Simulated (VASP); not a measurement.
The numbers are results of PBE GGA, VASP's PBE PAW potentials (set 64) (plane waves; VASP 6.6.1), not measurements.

A VASP calculation is set up with these files.

**POSCAR**
```
Cd31Te32
1
   13.2498873621     0.0000000000     0.0000000000
    0.0000000000    13.2498873621    -0.0000000000
   -0.0000000000    -0.0000000000    13.2498873621
Cd Te
31 32
Direct
  0.5000991628   0.0003768635   0.0001592611
  0.7500491993   0.2497365647   0.0005001321
  0.7497608312   0.0000552122   0.2502154280
  0.9999914475   0.0000133880   0.0000059553
  0.2504318125   0.2502046164   0.0001647957
  0.4999195744   0.4999510140   0.0002170302
  0.7499282086   0.7500140488   0.9998652737
  0.2504811341   0.0003640866   0.2505208802
  0.5059064925   0.2537229304   0.2539672909
  0.7467186968   0.4943293836   0.2534349009
  0.4999754938   0.0001450046   0.4999170399
  0.7463887731   0.2535563079   0.4941454867
  0.7498217825   0.0000956817   0.7497368058
  0.0000677433   0.4999570420   0.0002816452
  0.2498299709   0.7501227688   0.0004536435
  0.0000707245   0.2502420697   0.2503537857
  0.2532880110   0.5054414285   0.2532255288
  0.4951005667   0.7472401524   0.2529840334
  0.9999375018   0.0001648358   0.5001353823
  0.2535749721   0.2535436822   0.5056379461
  0.7467559383   0.7466370992   0.5058132528
  0.2500771451   0.0001625531   0.7498888598
  0.4941584848   0.2534354424   0.7464913925
  0.7471454160   0.5047139268   0.7473521939
  0.0001823155   0.7499889860   0.2500760463
  0.0000401938   0.5000475026   0.4998411668
  0.2531564172   0.7470518591   0.4948352134
  0.0003873359   0.2497972064   0.7500046973
  0.2531405962   0.4948869644   0.7468912031
  0.5050236544   0.7469697933   0.7471024436
  0.9997688810   0.7501553196   0.7498869513
  0.6248519554   0.1250976236   0.1251731937
  0.8752102690   0.3749873326   0.1248151965
  0.8751568523   0.1249436991   0.3749822253
  0.1249989626   0.1250330375   0.1250060177
  0.3752658632   0.3749631771   0.1267225232
  0.6251286528   0.6249092010   0.1263971786
  0.8749774759   0.8749565874   0.1250127239
  0.3751567903   0.1268550556   0.3750109721
  0.6199918497   0.3802092229   0.3799766420
  0.8734196685   0.6250543139   0.3752284701
  0.6250377847   0.1268096134   0.6251018806
  0.8738337759   0.3748504792   0.6248751455
  0.8749733336   0.1250778866   0.8749938751
  0.1247823275   0.6250334325   0.1247969372
  0.3748550159   0.8753968993   0.1246158187
  0.1266264441   0.3750756272   0.3751832955
  0.3796617764   0.6208425523   0.3795220301
  0.6253196517   0.8733996371   0.3752463403
  0.1250071702   0.1249674235   0.6249467957
  0.3796411993   0.3804250897   0.6202967057
  0.6205589565   0.6202097707   0.6208419857
  0.8750913532   0.8751717506   0.6250068620
  0.3749903457   0.1248989851   0.8752140354
  0.6246878100   0.3748389490   0.8738745811
  0.8754978508   0.6251525082   0.8755657820
  0.1246888406   0.8753548355   0.3748980513
  0.1263238814   0.6251926568   0.6250833828
  0.3749718123   0.8735372336   0.6252100191
  0.1246390853   0.3749244927   0.8754369132
  0.3750669852   0.6249721499   0.8739888817
  0.6250685851   0.8753659387   0.8755015745
  0.1250421975   0.8749361031   0.8749992972
```

KPOINTS:
```
Regular mesh
0
G
  1 1 1
0 0 0
```

### INCAR
```
ENCUT = 400
NSW = 120
NUPDOWN = 2
LASPH = .TRUE.
SIGMA = 0.05
LCHARG = .FALSE.
LMAXMIX = 4   ! l cut-off of mixed one-centre charges
EDIFFG = -0.03   ! ionic stop
LREAL = Auto   ! projection in real space or not
ISYM = 0
EDIFF = 1E-5
LORBIT = 10
MAGMOM = 63*0.0317
ISMEAR = 0
NELM = 100   ! most electronic steps
LWAVE = .FALSE.
ISIF = 2
PREC = Normal
ALGO = Fast   ! Davidson, then RMM-DIIS
ISPIN = 2
GGA = PE   ! PBE
SYSTEM = Cd31Te32
IBRION = 2
NELMIN = 4
```

POTCAR, in this order: Cd Te (PBE.64 set). Program: vasp_gam.

Output of the run:

OSZICAR:
```
       N       E                     dE             d eps       ncg     rms          rms(c)
DAV:   1     0.456886119658E+04    0.45689E+04   -0.23966E+05  1368   0.125E+03
DAV:   2     0.220811810414E+03   -0.43480E+04   -0.41705E+04  1536   0.347E+02
DAV:   3    -0.147571427779E+03   -0.36838E+03   -0.36336E+03  1520   0.101E+02
DAV:   4    -0.156439866800E+03   -0.88684E+01   -0.88297E+01  1504   0.143E+01
DAV:   5    -0.156684651909E+03   -0.24479E+00   -0.24471E+00  1552   0.220E+00    0.277E+01
RMM:   6    -0.149188640887E+03    0.74960E+01   -0.17597E+01  1360   0.649E+00    0.226E+01
RMM:   7    -0.148754097506E+03    0.43454E+00   -0.77216E+00  1360   0.286E+00    0.750E+00
RMM:   8    -0.148762852777E+03   -0.87553E-02   -0.46304E-01  1360   0.118E+00    0.246E+00
RMM:   9    -0.148760137317E+03    0.27155E-02   -0.52494E-02  1362   0.345E-01    0.148E+00
RMM:  10    -0.148759458412E+03    0.67891E-03   -0.25912E-02  1360   0.193E-01    0.594E-01
RMM:  11    -0.148759955686E+03   -0.49727E-03   -0.64409E-03  1400   0.105E-01    0.200E-01
RMM:  12    -0.148760305533E+03   -0.34985E-03   -0.11183E-03  1381   0.437E-02    0.894E-02
RMM:  13    -0.148760416588E+03   -0.11105E-03   -0.22832E-04  1098   0.222E-02    0.572E-02
RMM:  14    -0.148760458571E+03   -0.41983E-04   -0.78178E-05  1055   0.125E-02    0.356E-02
RMM:  15    -0.148760483630E+03   -0.25059E-04   -0.38965E-05   991   0.895E-03    0.193E-02
RMM:  16    -0.148760479939E+03    0.36901E-05   -0.88012E-06   806   0.463E-03
   1 F= -.14876048E+03 E0= -.14874121E+03  d E =-.148760E+03  mag=     2.0000
       N       E                     dE             d eps       ncg     rms          rms(c)
DAV:   1    -0.148767061982E+03   -0.65784E-02   -0.21372E+00  1452   0.231E+00    0.322E-01
RMM:   2    -0.148768434339E+03   -0.13724E-02   -0.16638E-02  1360   0.218E-01    0.754E-02
RMM:   3    -0.148768644393E+03   -0.21005E-03   -0.23068E-03  1362   0.834E-02    0.650E-02
RMM:   4    -0.148768654074E+03   -0.96813E-05   -0.35097E-04  1366   0.322E-02    0.506E-02
RMM:   5    -0.148768651222E+03    0.28515E-05   -0.92377E-05  1220   0.157E-02
   2 F= -.14876865E+03 E0= -.14874938E+03  d E =-.817128E-02  mag=     2.0000
       N       E                     dE             d eps       ncg     rms          rms(c)
DAV:   1    -0.148772987937E+03   -0.43339E-02   -0.45748E+00  1408   0.339E+00    0.471E-01
RMM:   2    -0.148775887212E+03   -0.28993E-02   -0.35479E-02  1360   0.320E-01    0.111E-01
RMM:   3    -0.148776344578E+03   -0.45737E-03   -0.49537E-03  1361   0.123E-01    0.953E-02
RMM:   4    -0.148776370820E+03   -0.26242E-04   -0.76383E-04  1368   0.475E-02    0.750E-02
RMM:   5    -0.148776366687E+03    0.41331E-05   -0.19570E-04  1343   0.231E-02    0.317E-02
RMM:   6    -0.148776371113E+03   -0.44257E-05   -0.45029E-05  1022   0.103E-02
   3 F= -.14877637E+03 E0= -.14875710E+03  d E =-.158912E-01  mag=     2.0000
       N       E                     dE             d eps       ncg     rms          rms(c)
DAV:   1    -0.148761918420E+03    0.14448E-01   -0.18283E+01  1408   0.677E+00    0.939E-01
RMM:   2    -0.148773561869E+03   -0.11643E-01   -0.14143E-01  1360   0.641E-01    0.221E-01
RMM:   3    -0.148775358143E+03   -0.17963E-02   -0.19485E-02  1360   0.244E-01    0.188E-01
RMM:   4    -0.148775465402E+03   -0.10726E-03   -0.30679E-03  1372   0.943E-02    0.151E-01
RMM:   5    -0.148775442065E+03    0.23337E-04   -0.69926E-04  1364   0.446E-02    0.689E-02
RMM:   6    -0.148775459903E+03   -0.17838E-04   -0.18336E-04  1353   0.213E-02    0.208E-02
RMM:   7    -0.148775457540E+03    0.23637E-05   -0.42426E-05   986   0.912E-03
   4 F= -.14877546E+03 E0= -.14875618E+03  d E =-.149776E-01  mag=     2.0000
       N       E                     dE             d eps       ncg     rms          rms(c)
DAV:   1    -0.148774718761E+03    0.74114E-03   -0.51949E+00  1408   0.361E+00    0.520E-01
RMM:   2    -0.148777987173E+03   -0.32684E-02   -0.39837E-02  1360   0.340E-01    0.117E-01
RMM:   3    -0.148778492791E+03   -0.50562E-03   -0.54832E-03  1360   0.130E-01    0.966E-02
RMM:   4    -0.148778523214E+03   -0.30423E-04   -0.85886E-04  1370   0.500E-02    0.766E-02
RMM:   5    -0.148778519797E+03    0.34169E-05   -0.19448E-04  1353   0.237E-02    0.348E-02
RMM:   6    -0.148778526257E+03   -0.64597E-05   -0.47123E-05  1022   0.108E-02
   5 F= -.14877853E+03 E0= -.14875925E+03  d E =-.180463E-01  mag=     2.0000
       N       E                     dE             d eps       ncg     rms          rms(c)
DAV:   1    -0.148781237715E+03   -0.27179E-02   -0.10593E+00  1408   0.165E+00    0.269E-01
RMM:   2    -0.148782404577E+03   -0.11669E-02   -0.13391E-02  1360   0.171E-01    0.725E-02
RMM:   3    -0.148782570215E+03   -0.16564E-03   -0.17291E-03  1360   0.661E-02    0.697E-02
RMM:   4    -0.148782585416E+03   -0.15201E-04   -0.29745E-04  1370   0.260E-02    0.571E-02
RMM:   5    -0.148782581487E+03    0.39285E-05   -0.49447E-05  1004   0.117E-02
   6 F= -.14878258E+03 E0= -.14876331E+03  d E =-.405523E-02  mag=     2.0000
       N       E                     dE             d eps       ncg     rms          rms(c)
DAV:   1    -0.148779396853E+03    0.31886E-02   -0.66678E+00  1376   0.414E+00    0.670E-01
RMM:   2    -0.148786742862E+03   -0.73460E-02   -0.84897E-02  1360   0.432E-01    0.188E-01
RMM:   3    -0.148787861656E+03   -0.11188E-02   -0.11491E-02  1366   0.167E-01    0.179E-01
RMM:   4    -0.148787928959E+03   -0.67303E-04   -0.15026E-03  1371   0.635E-02    0.145E-01
RMM:   5    -0.148787907763E+03    0.21196E-04   -0.35483E-04  1360   0.306E-02    0.642E-02
RMM:   6    -0.148787918494E+03   -0.10731E-04   -0.11952E-04  1176   0.160E-02    0.196E-02
RMM:   7    -0.148787916299E+03    0.21946E-05   -0.21194E-05   874   0.617E-03
   7 F= -.14878792E+03 E0= -.14876864E+03  d E =-.939004E-02  mag=     2.0000
       N       E                     dE             d eps       ncg     rms          rms(c)
DAV:   1    -0.148787246380E+03    0.67211E-03   -0.82627E-01  1456   0.146E+00    0.237E-01
RMM:   2    -0.148788172445E+03   -0.92606E-03   -0.10584E-02  1360   0.152E-01    0.671E-02
RMM:   3    -0.148788303399E+03   -0.13095E-03   -0.13665E-03  1360   0.585E-02    0.650E-02
RMM:   4    -0.148788314901E+03   -0.11502E-04   -0.23635E-04  1366   0.230E-02    0.527E-02
RMM:   5    -0.148788311511E+03    0.33898E-05   -0.39658E-05   976   0.104E-02
   8 F= -.14878831E+03 E0= -.14876903E+03  d E =-.978525E-02  mag=     2.0000
       N       E                     dE             d eps       ncg     rms          rms(c)
DAV:   1    -0.148788885190E+03   -0.57029E-03   -0.58911E+00  1416   0.359E+00    0.367E-01
RMM:   2    -0.148792191209E+03   -0.33060E-02   -0.38163E-02  1360   0.320E-01    0.119E-01
RMM:   3    -0.148792705189E+03   -0.51398E-03   -0.53278E-03  1360   0.122E-01    0.109E-01
RMM:   4    -0.148792733554E+03   -0.28365E-04   -0.82798E-04  1376   0.467E-02    0.861E-02
RMM:   5    -0.148792723988E+03    0.95651E-05   -0.14583E-04  1267   0.210E-02    0.448E-02
RMM:   6    -0.148792728854E+03   -0.48651E-05   -0.52866E-05  1082   0.114E-02
   9 F= -.14879273E+03 E0= -.14877345E+03  d E =-.441734E-02  mag=     2.0000
       N       E                     dE             d eps       ncg     rms          rms(c)
DAV:   1    -0.148792669072E+03    0.54916E-04   -0.28868E+00  1424   0.252E+00    0.257E-01
RMM:   2    -0.148794288651E+03   -0.16196E-02   -0.18833E-02  1360   0.224E-01    0.860E-02
RMM:   3    -0.148794543768E+03   -0.25512E-03   -0.26345E-03  1360   0.857E-02    0.790E-02
RMM:   4    -0.148794558427E+03   -0.14659E-04   -0.40830E-04  1359   0.328E-02    0.613E-02
RMM:   5    -0.148794554579E+03    0.38478E-05   -0.72824E-05  1158   0.148E-02
  10 F= -.14879455E+03 E0= -.14877527E+03  d E =-.624307E-02  mag=     2.0000
```

File OUTCAR:
```
------------------------ aborting loop because EDIFF is reached ----------------------------------------
  FORCE on cell =-STRESS in cart. coord.  units (eV):
  Direction    XX          YY          ZZ          XY          YZ          ZX
  --------------------------------------------------------------------------------------
  Total       -7.6192983     -7.6970395     -7.6217099      0.0452824      0.0372485      0.0343161
  in kB       -5.2479417     -5.3014875     -5.2496027      0.0311891      0.0256556      0.0236359
  external PRESSURE =      -5.2663440 kB  Pullay stress =       0.0000000 kB
  volume of cell :     2326.14
      direct lattice vectors                 reciprocal lattice vectors
    13.249887362  0.000000000  0.000000000     0.075472340  0.000000000  0.000000000
     0.000000000 13.249887362  0.000000000     0.000000000  0.075472340  0.000000000
     0.000000000  0.000000000 13.249887362     0.000000000  0.000000000  0.075472340
  FREE ENERGIE OF THE ION-ELECTRON SYSTEM (eV)
  ---------------------------------------------------
  free  energy   TOTEN  =      -148.7945545793 eV

  energy  without entropy=     -148.7559924226  energy(sigma->0) =     -148.77527350

 total charge

# of ion       s       p       d       tot
------------------------------------------
    1        0.457   0.281   9.529  10.267
    2        0.455   0.283   9.530  10.267
    3        0.455   0.282   9.530  10.267
    4        0.454   0.284   9.530  10.268
    5        0.455   0.283   9.530  10.267
    6        0.453   0.283   9.530  10.266
    7        0.455   0.283   9.530  10.267
    8        0.455   0.282   9.530  10.266
    9        0.457   0.278   9.528  10.263
   10        0.457   0.279   9.528  10.264
   11        0.453   0.284   9.530  10.267
   12        0.457   0.279   9.528  10.264
   13        0.455   0.282   9.530  10.266
   14        0.457   0.281   9.529  10.267
   15        0.455   0.283   9.530  10.267
   16        0.455   0.283   9.530  10.267
   17        0.457   0.279   9.528  10.264
   18        0.457   0.279   9.528  10.264
   19        0.457   0.281   9.529  10.267
   20        0.457   0.279   9.528  10.264
   21        0.457   0.279   9.528  10.264
   22        0.454   0.282   9.530  10.266
   23        0.457   0.279   9.528  10.264
   24        0.457   0.279   9.528  10.264
   25        0.455   0.283   9.530  10.267
   26        0.453   0.283   9.530  10.267
   27        0.457   0.279   9.528  10.264
   28        0.455   0.283   9.530  10.267
   29        0.457   0.279   9.528  10.264
   30        0.457   0.279   9.528  10.264
   31        0.455   0.283   9.530  10.267
   32        1.351   2.032   0.017   3.399
   33        1.350   2.033   0.017   3.400
   34        1.350   2.033   0.017   3.400
   35        1.349   2.037   0.017   3.404
   36        1.349   2.035   0.016   3.400
   37        1.349   2.035   0.016   3.400
   38        1.349   2.037   0.017   3.404
   39        1.349   2.035   0.016   3.400
   40        1.368   1.991   0.016   3.375
   41        1.349   2.035   0.016   3.400
   42        1.349   2.035   0.016   3.400
   43        1.349   2.035   0.016   3.400
   44        1.349   2.037   0.017   3.404
   45        1.351   2.032   0.017   3.399
   46        1.351   2.032   0.017   3.400
   47        1.349   2.035   0.016   3.400
   48        1.368   1.991   0.016   3.375
   49        1.349   2.035   0.016   3.400
   50        1.351   2.032   0.017   3.399
   51        1.368   1.991   0.016   3.375
   52        1.368   1.990   0.016   3.374
   53        1.351   2.032   0.017   3.399
   54        1.351   2.032   0.017   3.400
   55        1.349   2.035   0.016   3.400
   56        1.351   2.032   0.017   3.400
   57        1.351   2.033   0.017   3.400
   58        1.349   2.035   0.016   3.400
   59        1.349   2.035   0.016   3.400
   60        1.350   2.033   0.017   3.400
   61        1.349   2.034   0.016   3.399
   62        1.351   2.033   0.017   3.400
   63        1.349   2.037   0.017   3.404
--------------------------------------------------
tot         57.381  73.634 295.927 426.941

 magnetization (x)

# of ion       s       p       d       tot
------------------------------------------
    1       -0.002   0.001   0.004   0.003
    2       -0.001   0.000   0.003   0.002
    3       -0.001   0.000   0.003   0.002
    4       -0.001   0.000   0.003   0.002
    5       -0.001   0.000   0.003   0.002
    6       -0.001  -0.000   0.003   0.002
    7       -0.001   0.000   0.003   0.002
    8       -0.001   0.000   0.003   0.002
    9       -0.002   0.001   0.004   0.004
   10       -0.002   0.001   0.004   0.004
   11       -0.001  -0.000   0.003   0.002
   12       -0.002   0.001   0.004   0.004
   13       -0.001   0.000   0.003   0.002
   14       -0.002   0.001   0.004   0.003
   15       -0.001   0.000   0.003   0.002
   16       -0.001   0.000   0.003   0.002
   17       -0.002   0.001   0.004   0.004
   18       -0.002   0.001   0.004   0.004
...
```
(Selected blocks of OUTCAR.)

CONTCAR:
```
Cd31Te32
   1.00000000000000
    13.2498873621000008    0.0000000000000000    0.0000000000000000
     0.0000000000000000   13.2498873621000008    0.0000000000000000
     0.0000000000000000    0.0000000000000000   13.2498873621000008
  Cd              Te
    31    32
Direct
     0.4999822672670471    0.0002358530012233    0.9999774265697017
     0.7494515805681123    0.2506849665597514    0.9992578224858987
     0.7492019187863500    0.9990400090528332    0.2510190488514518
     0.9999966127039690    0.0000954099363139    0.0001283614438904
     0.2509539171545045    0.2508354005873079    0.0010026823179300
     0.5000040940918238    0.5000087308146343    0.0001150070830086
     0.7492767232356716    0.7493342778984743    0.0009602867382119
     0.2508420444940721    0.0011663703950899    0.2508060285867770
     0.5057241541954162    0.2546590330747513    0.2547592629120733
     0.7457692110563070    0.4944178339002250    0.2544257306999766
     0.5001007690655326    0.0001647179715560    0.5002126323991246
     0.7456992041930067    0.2545307348656308    0.4945498446097780
     0.7489955963524576    0.0010581883774398    0.7491863156029760
     0.0000192086918455    0.4999189398951078    0.0000851855715303
     0.2508010741470489    0.7494852408355249    0.9993079716904097
     0.0010080632431243    0.2508864651613152    0.2510058711919518
     0.2544804116014455    0.5057287975815369    0.2544548529637359
     0.4946018723719466    0.7458529066161026    0.2543208944583623
     0.9999448624574986    0.0002072490556270    0.4999480810523315
     0.2545360259022507    0.2547018189600230    0.5056751318342009
     0.7455679975519625    0.7454140436689926    0.5056894059364512
     0.2508518978841627    0.9991164102338630    0.7492755577949738
     0.4945604450902900    0.2547144169095300    0.7456453683173903
     0.7459571866384291    0.5050908867005965    0.7459612060654790
     0.9991158240947986    0.7493957932385235    0.2509848184999748
     0.0000166150455927    0.5002037359991890    0.5000997846022216
     0.2542374857600621    0.7459283191429873    0.4944519121425384
     0.9991995751065821    0.2507924777818045    0.7493273515032315
     0.2541183143338079    0.4944959627940618    0.7459101453703744
     0.5055534434375113    0.7458632266976494    0.7460393150125511
     0.0007957243097973    0.7493153704731665    0.7494621195898230
     0.6252900997168737    0.1252900540290959    0.1253809106844316
     0.8748433489424758    0.3747858720549214    0.1253016319176603
     0.8747527420175499    0.1253521184161018    0.3748247182620377
     0.1250014450057969    0.1252203168218960    0.1250821589424008
     0.3754837246273671    0.3754956850965201    0.1266001080640786
     0.6246751520741620    0.6246281063971946    0.1264741180630370
     0.8749721418230890    0.8749631653640286    0.1250921439150763
     0.3754403674517098    0.1264800742781128    0.3756202085638278
     0.6167784711084585    0.3835691229246162    0.3835455521893142
     0.8735423282484742    0.6246693669792520    0.3754641591887443
     0.6245248222120803    0.1267254508263885    0.6246020734662946
     0.8736911720080036    0.3754080873241019    0.6246692053848119
     0.8749216613163858    0.1250593626213876    0.8749367601455407
     0.1251527856235529    0.6253290737227193    0.1252592230581867
     0.3748341328259366    0.8749142321626417    0.1252309832220115
     0.1265583571903365    0.3756297675160724    0.3755019273234089
     0.3831414801312296    0.6171789713734973    0.3832488718457179
     0.6245855588562873    0.8735663669066184    0.3756654205491646
     0.1252475327987373    0.1253146334139816    0.6252326656309469
     0.3831396455210982    0.3836649295697283    0.6170594212085372
     0.6167852446655435    0.6166773313840805    0.6172863851633558
     0.8747682088254068    0.8748386785107860    0.6252493982746716
     0.3748459552984372    0.1254241355678803    0.8747393603776459
     0.6247004784271953    0.3753227186757340    0.8737930087144663
     0.8747643214590922    0.6252116913183929    0.8748817332792629
     0.1251678594072572    0.8749403216415703    0.3747680407247016
     0.1263687045003324    0.6247488114922848    0.6247419510064182
     0.3755622241475658    0.8735797469801442    0.6246604233738469
     0.1251887683156510    0.3746490922235806    0.8749741894422527
     0.3753408670528496    0.6247139753912950    0.8736995560110200
     0.6252161294052963    0.8748854735046527    0.8749406259433731
     0.1250531483633492    0.8749866774298819    0.8750586419654329
```

The supercell is sampled at Γ alone, which is coarse: total energies, pressure and levels can be off, energies of defects by several tenths of an eV.

The cell is a supercell with a defect, built from CdTe (zinc blende): vac_Cd.
